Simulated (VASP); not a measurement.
Here is the system:

```xyz
3
Lattice="-1.3896 1.3896 6.5752 1.3896 -1.3896 6.5752 1.3896 1.3896 -6.5752" Properties=species:S:1:pos:R:3 pbc="T T T"
Ti     0.0000     0.0000     8.9079
Ti     0.0000     0.0000     4.2424
Cd     0.0000     0.0000     0.0000
```

Method: PBEsol GGA, VASP's PBE PAW potentials (set 64) (plane waves; VASP 6.6.1). Run with 300 eV cut-off, 11×11×11 Γ-centred mesh, Fermi-Dirac smearing of 0.10 eV, potentials Ti_sv Cd.

### Question
Give the energies of bands 14 to 21 at the high-symmetry points, in eV from the Fermi level.

### Answer

```json
[
 {"band": "14", "Γ": "-7.94", "X": "-2.41", "P": "-2.40", "N": "-3.07", "M": "-7.55", "S": "-3.34", "R": "-2.40"},
 {"band": "15", "Γ": "-3.78", "X": "-2.26", "P": "-2.27", "N": "-2.69", "M": "-5.44", "S": "-2.24", "R": "-2.25"},
 {"band": "16", "Γ": "-3.18", "X": "-1.57", "P": "-1.39", "N": "-1.61", "M": "-2.23", "S": "-1.98", "R": "-1.56"},
 {"band": "17", "Γ": "-1.63", "X": "-1.10", "P": "-1.39", "N": "-1.55", "M": "-1.61", "S": "-1.04", "R": "-1.10"},
 {"band": "18", "Γ": "-0.92", "X": "-0.01", "P": "0.65", "N": "-0.50", "M": "-0.01", "S": "-0.95", "R": "-0.11"},
 {"band": "19", "Γ": "0.02", "X": "1.87", "P": "0.65", "N": "0.34", "M": "0.06", "S": "0.30", "R": "1.87"},
 {"band": "20", "Γ": "1.54", "X": "1.96", "P": "2.44", "N": "0.40", "M": "1.45", "S": "0.43", "R": "1.95"},
 {"band": "21", "Γ": "1.54", "X": "2.40", "P": "2.50", "N": "1.27", "M": "1.45", "S": "1.28", "R": "2.41"}
]
```

It has no gap at this level: it comes out as a metal or semimetal.

The structure comes from a computed database's Ti2Cd entry; how it stands against other phases isn't given here. The cell was not relaxed at this level.
